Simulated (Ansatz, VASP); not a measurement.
## CdF2 in two plane-wave programs

Aim: how closely do two programs agree when they are given the same cell, functional and k mesh? The cell is taken from a series of runs on this material, whose earlier steps may have relaxed, scaled, displaced or heated it; both programs get it as it stands.

Method: plane waves, with VASP 6.6.1 beside it; relaxation of cell and atoms at LDA, in Ansatz 0.2.0.

## Step 1: Set-up

Symmetry: Fm-3m, No. 225, cubic system. Conventional cell: a = 5.298 Å, b = 5.298 Å, c = 5.298 Å, α = 90.00°, β = 90.00°, γ = 90.00°. Cd has 8 F at 2.29 Å nearest. Nearest to F lie 4 Cd at 2.29 Å. Farther neighbours and most contacts between anions are not listed.

## Step 2: VASP: relaxation of cell and atoms, LDA

The relaxed volume is the usual yardstick between codes: in a stiff, nearly cubic crystal its relative difference is about their pressure difference at one cell divided by the bulk modulus.

Lines of VASP's logs that name or quote its potential files are left out, and so is its time.

INCAR

```
SYSTEM = CdF2
PREC = Accurate
ENCUT = 600
EDIFF = 1E-07
NELM = 120
ISMEAR = 0
SIGMA = 0.01
LREAL = .FALSE.
ALGO = Normal
GGA = CA
NBANDS = 19
LORBIT = 11
LWAVE = .FALSE.
LCHARG = .FALSE.
ISIF = 3
IBRION = 2
NSW = 80
EDIFFG = -0.005
LASPH = .TRUE.
GGA_COMPAT = .FALSE.
NELMIN = 4
EFERMI = MIDGAP
```

POSCAR

```
CdF2
1.0
    0.0000000000      2.6489360000      2.6489360000
    2.6489360000      0.0000000000      2.6489360000
    2.6489360000      2.6489360000      0.0000000000
Cd F
1 2
Direct
    0.0000000000      0.0000000000      0.0000000000
    0.2500000000      0.2500000000      0.2500000000
    0.7500000000      0.7500000000      0.7500000000
```

KPOINTS

```
Automatic mesh
0
Gamma
9 9 9
0 0 0
```

PAW data sets: Cd and F (LDA family, release 64).

Launch:

```console
$ mpirun -np 1 vasp_std
```

Numbers of over 12 decimals in the logs are rounded to 6 here.

The log of the run:

```text
[banner, memory and clock lines left out]
running    1 mpi-ranks, on    1 nodes
 distrk:  each k-point on    1 cores,    1 groups
 distr:  one band on    1 cores,    1 groups

 POSCAR found type information on POSCAR CdF
 POSCAR found :  2 types and       3 ions
 LDA part: xc-table for (Slater(with rela. corr.)+CA(PZ))
 , standard interpolation
 POSCAR, INCAR and KPOINTS ok, starting setup
 FFT: planning ... GRIDC
 FFT: planning ... GRID_SOFT
 FFT: planning ... GRID
 WAVECAR not read
 entering main loop
       N       E                     dE             d eps       ncg     rms          rms(c)
DAV:   1     0.219903830870E+03    0.21990E+03   -0.17085E+04  1378   0.158E+03
DAV:   2    -0.429449344518E+01   -0.22420E+03   -0.21557E+03  1462   0.383E+02
DAV:   3    -0.141970548844E+02   -0.99026E+01   -0.98727E+01  1494   0.885E+01
DAV:   4    -0.142465210965E+02   -0.49466E-01   -0.49461E-01  1426   0.636E+00
DAV:   5    -0.142467014495E+02   -0.18035E-03   -0.18035E-03  1465   0.357E-01    0.108E+01
DAV:   6    -0.127592447579E+02    0.14875E+01   -0.36997E+00  1730   0.364E+01    0.817E+00
DAV:   7    -0.127696645076E+02   -0.10420E-01   -0.68387E-01  1348   0.814E+00    0.470E+00
DAV:   8    -0.127461416985E+02    0.23523E-01   -0.13143E-01  1393   0.348E+00    0.674E-01
DAV:   9    -0.127379785617E+02    0.81631E-02   -0.28366E-02  1684   0.229E+00    0.873E-02
DAV:  10    -0.127382512242E+02   -0.27266E-03   -0.27000E-03  1366   0.537E-01    0.663E-02
DAV:  11    -0.127382666434E+02   -0.15419E-04   -0.60331E-05  1453   0.119E-01    0.282E-02
DAV:  12    -0.127382642779E+02    0.23655E-05   -0.20006E-05  1369   0.436E-02    0.137E-02
DAV:  13    -0.127382643791E+02   -0.10120E-06   -0.17544E-06  1423   0.194E-02    0.182E-03
DAV:  14    -0.127382643737E+02    0.53788E-08   -0.18970E-07  1092   0.463E-03
   1 F= -.12738264E+02 E0= -.12738264E+02  d E =-.127383E+02
 curvature:   0.00 expect dE= 0.000E+00 dE for cont linesearch  0.000E+00
 trial: gam= 0.00000 g(F)=  0.467E-48 g(S)=  0.289E-02 ort = 0.000E+00 (trialstep = 0.100E+01)
 search vector abs. value=  0.289E-02
 bond charge predicted
       N       E                     dE             d eps       ncg     rms          rms(c)
DAV:   1    -0.127779418208E+02   -0.39677E-01   -0.75357E-01  1372   0.103E+01    0.152E+00
DAV:   2    -0.127420339964E+02    0.35908E-01   -0.12077E-01  1387   0.330E+00    0.355E-01
DAV:   3    -0.127395149376E+02    0.25191E-02   -0.53311E-03  1404   0.150E+00    0.376E-01
DAV:   4    -0.127391580163E+02    0.35692E-03   -0.81799E-04  1474   0.355E-01    0.253E-01
DAV:   5    -0.127390576179E+02    0.10040E-03   -0.19571E-04  1339   0.159E-01    0.251E-02
DAV:   6    -0.127390484865E+02    0.91314E-05   -0.40318E-05  1690   0.136E-01    0.520E-03
DAV:   7    -0.127390489215E+02   -0.43499E-06   -0.33291E-06  1336   0.162E-02    0.307E-03
DAV:   8    -0.127390489182E+02    0.33574E-08   -0.12966E-07  1003   0.559E-03
   2 F= -.12739049E+02 E0= -.12739049E+02  d E =-.784544E-03
 trial-energy change:   -0.000785  1 .order   -0.000790   -0.002891    0.001311
 step:   0.6864(harm=  0.6879)  dis= 0.00000  next Energy=   -12.739255 (dE=-0.990E-03)
 bond charge predicted
       N       E                     dE             d eps       ncg     rms          rms(c)
DAV:   1    -0.127430837358E+02   -0.40348E-02   -0.74078E-02  1372   0.321E+00    0.474E-01
DAV:   2    -0.127395399951E+02    0.35437E-02   -0.11901E-02  1381   0.103E+00    0.108E-01
DAV:   3    -0.127392930997E+02    0.24690E-03   -0.52681E-04  1407   0.486E-01    0.113E-01
DAV:   4    -0.127392586935E+02    0.34406E-04   -0.84573E-05  1476   0.113E-01    0.762E-02
DAV:   5    -0.127392491208E+02    0.95727E-05   -0.20402E-05  1339   0.531E-02    0.860E-03
DAV:   6    -0.127392481640E+02    0.95681E-06   -0.43941E-06  1687   0.449E-02    0.180E-03
DAV:   7    -0.127392482076E+02   -0.43613E-07   -0.34944E-07  1205   0.542E-03
   3 F= -.12739248E+02 E0= -.12739248E+02  d E =-.983834E-03
 curvature:  -0.34 expect dE=-0.255E-08 dE for cont linesearch -0.255E-08
 trial: gam= 0.00000 g(F)=  0.168E-47 g(S)=  0.741E-08 ort =-0.463E-05 (trialstep = 0.937E+00)
 search vector abs. value=  0.751E-08
 reached required accuracy - stopping structural energy minimisation
```

From OUTCAR (step 2):

```text
ion  position               nearest neighbor table
   1  0.000  0.000  0.000-   3 2.29   3 2.29   3 2.29   2 2.29   3 2.29   2 2.29   2 2.29   2 2.29

  LATTYP: Found a face centered cubic cell.
 ALAT       =     5.2978720000

 Subroutine GETGRP returns: Found 48 space group operations
 (whereof 48 operations were pure point group operations)

The static configuration has the point symmetry O_h .

 Found     35 irreducible k-points:

   k-points           NKPTS =     35   k-points in BZ     NKDIM =     35   number of bands    NBANDS=     19

   dimension x,y,z NGX =    30 NGY =   30 NGZ =   30
   dimension x,y,z NGXF=    60 NGYF=   60 NGZF=   60

   ENCUT  =  600.0 eV  44.10 Ry    6.64 a.u.   7.48  7.48  7.48*2*pi/ulx,y,z

   NELECT =      26.0000    total number of electrons

 k-points in reciprocal lattice and weights: Automatic mesh
   0.00000000  0.00000000  0.00000000       0.001
   0.11111111  0.00000000  0.00000000       0.011
   0.22222222  0.00000000  0.00000000       0.011
   0.33333333  0.00000000  0.00000000       0.011
   0.44444444  0.00000000  0.00000000       0.011
   0.11111111  0.11111111  0.00000000       0.008
   0.22222222  0.11111111  0.00000000       0.033
   0.33333333  0.11111111  0.00000000       0.033
   0.44444444  0.11111111  0.00000000       0.033
[...]
-0.33333333  0.44444444  0.11111111       0.033
  -0.33333333  0.44444444  0.22222222       0.033

 average (electrostatic) potential at core
       1 -39.5129       2 -77.6421       3 -77.6421

 E-fermi :   0.1375

 k-point     1 :       0.0000    0.0000    0.0000
  band No.  band energies     occupation
    ...
      9      -2.4446      2.00000
     10      -2.4446      2.00000
     11      -1.7444      2.00000
     12      -1.7444      2.00000
     13      -1.7444      2.00000
     14       1.6256      0.00000
     15      11.1780      0.00000
     16      11.1780      0.00000
     17      11.1780      0.00000
     18      16.1825      0.00000
    ...

 k-point     2 :       0.1111    0.0000    0.0000
  band No.  band energies     occupation
    ...
      9      -2.5208      2.00000
     10      -2.5208      2.00000
     11      -1.8533      2.00000
     12      -1.7497      2.00000
     13      -1.7497      2.00000
     14       2.1209      0.00000
     15      10.5807      0.00000
     16      11.3785      0.00000
     17      11.3785      0.00000
     18      17.0607      0.00000
    ...

 k-point     3 :       0.2222    0.0000    0.0000
  band No.  band energies     occupation
    ...
      9      -2.7564      2.00000
     10      -2.7564      2.00000
     11      -2.3258      2.00000
     12      -1.7392      2.00000
     13      -1.7392      2.00000
     14       3.2723      0.00000
     15       9.5366      0.00000
     16      11.9175      0.00000
     17      11.9175      0.00000
     18      17.5885      0.00000
    ...

  Total       -0.0003918     -0.0003918     -0.0003918      0.0000000      0.0000000      0.0000000
  in kB       -0.0167496     -0.0167496     -0.0167496      0.0000000      0.0000000      0.0000000
  external PRESSURE =      -0.0167496 kB  Pullay stress =       0.0000000 kB

  energy-cutoff  :      600.00
  volume of cell :       37.48
      direct lattice vectors                 reciprocal lattice vectors
    -0.000000000  2.656092659  2.656092659    -0.188246445  0.188246445  0.188246445
     2.656092659  0.000000000  2.656092659     0.188246445 -0.188246445  0.188246445
     2.656092659  2.656092659  0.000000000     0.188246445  0.188246445 -0.188246445

 POSITION                                       TOTAL-FORCE (eV/Angst)
 -----------------------------------------------------------------------------------
      0.00000      0.00000      0.00000         0.000000     -0.000000      0.000000
      1.32805      1.32805      1.32805        -0.000000      0.000000     -0.000000
      3.98414      3.98414      3.98414         0.000000     -0.000000     -0.000000
 -----------------------------------------------------------------------------------
    total drift:                                0.000000     -0.000000      0.000000

  FREE ENERGIE OF THE ION-ELECTRON SYSTEM (eV)
  ---------------------------------------------------
  free  energy   TOTEN  =       -12.7392482076 eV

  energy  without entropy=      -12.7392482076  energy(sigma->0) =      -12.73924821

 reached required accuracy - stopping structural energy minimisation

 total charge
# of ion       s       p       d       tot
------------------------------------------
    1        0.250   0.221   9.689  10.160
    2        1.727   4.325   0.000   6.052
    3        1.727   4.325   0.000   6.052
--------------------------------------------------
tot          3.704   8.871   9.689  22.263

[... 3 further parts left out ...]
```

CONTCAR:

```
CdF2
   1.00000000000000
    -0.0000000000000000    2.6560926587649307    2.6560926587649307
     2.6560926587649307    0.0000000000000000    2.6560926587649307
     2.6560926587649307    2.6560926587649307    0.0000000000000000
  Cd              F
     1     2
Direct
     0.0000000000000000    0.0000000000000000    0.0000000000000000
     0.2500000000000000    0.2500000000000000    0.2500000000000000
     0.7500000000000000    0.7500000000000000    0.7500000000000000
```

The run keeps the 48 symmetry operations of its start, so it cannot find a distortion of lower symmetry.

(Part 1 of 2 ends here.)

[Lines on the potential files, build, host, timing and source positions are cut from VASP's logs without a mark.]

[Logs are printed without paths, hosts, clocks, repeated set-up lines and the standing remarks that a program may print on its own settings, such as how far it seeks lower states.]

[Hosts, paths, dates, database ids (printed as entryN), source tags and the programs' standing remarks are cut or masked in the printed files.]
